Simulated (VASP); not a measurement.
OSZICAR of a VASP run on NiAl (CsCl type):

### OSZICAR
```
       N       E                     dE             d eps       ncg     rms          rms(c)
DAV:   1     0.386786864276E+02    0.38679E+02   -0.58148E+03  1712   0.140E+03
DAV:   2    -0.124308706916E+02   -0.51110E+02   -0.48763E+02  1684   0.210E+02
DAV:   3    -0.136327903008E+02   -0.12019E+01   -0.11934E+01  2028   0.423E+01
DAV:   4    -0.136500111261E+02   -0.17221E-01   -0.17215E-01  1944   0.440E+00
DAV:   5    -0.136504487699E+02   -0.43764E-03   -0.43764E-03  1948   0.726E-01    0.126E+01
DAV:   6    -0.148522612150E+02   -0.12018E+01   -0.50480E+01  1856   0.130E+02    0.136E+01
DAV:   7    -0.121802383636E+02    0.26720E+01   -0.14767E+01  1856   0.775E+01    0.119E+00
DAV:   8    -0.121693466764E+02    0.10892E-01   -0.27312E-01  1974   0.634E+00    0.110E+00
DAV:   9    -0.121524216501E+02    0.16925E-01   -0.54109E-02  1954   0.402E+00    0.163E-01
DAV:  10    -0.121521241158E+02    0.29753E-03   -0.75542E-04  1818   0.368E-01    0.103E-01
DAV:  11    -0.121521162775E+02    0.78384E-05   -0.64460E-05  2332   0.140E-01    0.280E-02
DAV:  12    -0.121521158076E+02    0.46982E-06   -0.22813E-06  1938   0.228E-02    0.535E-03
DAV:  13    -0.121521156244E+02    0.18320E-06   -0.70245E-07  1376   0.122E-02    0.185E-03
DAV:  14    -0.121521156278E+02   -0.33733E-08   -0.65403E-08   914   0.268E-03
   1 F= -.12152116E+02 E0= -.12152108E+02  d E =-.243532E-04
```

Q: Which electronic solver shows in the log?

A: It is blocked Davidson (ALGO = Normal, or the opening steps of other solvers). The INCAR had ALGO = Normal.

Q: How was spin treated?

A: Without spin polarisation: there is no mag entry.

Q: Can the final energy be trusted as converged?

A: The run converged. It stopped with EDIFF = 1E-7, NELM = 100 (LDA (Ceperley-Alder, Perdew-Zunger), plane waves, VASP's LDA PAW potentials (set 64)).

The compound is NiAl in the CsCl type structure. This cell is one point of a volume scan, at 0.94 of the reference volume. The run is not spin-polarised, so no magnetic state was tried. The electron count is odd and the run is not spin-polarised, which forces a metal.
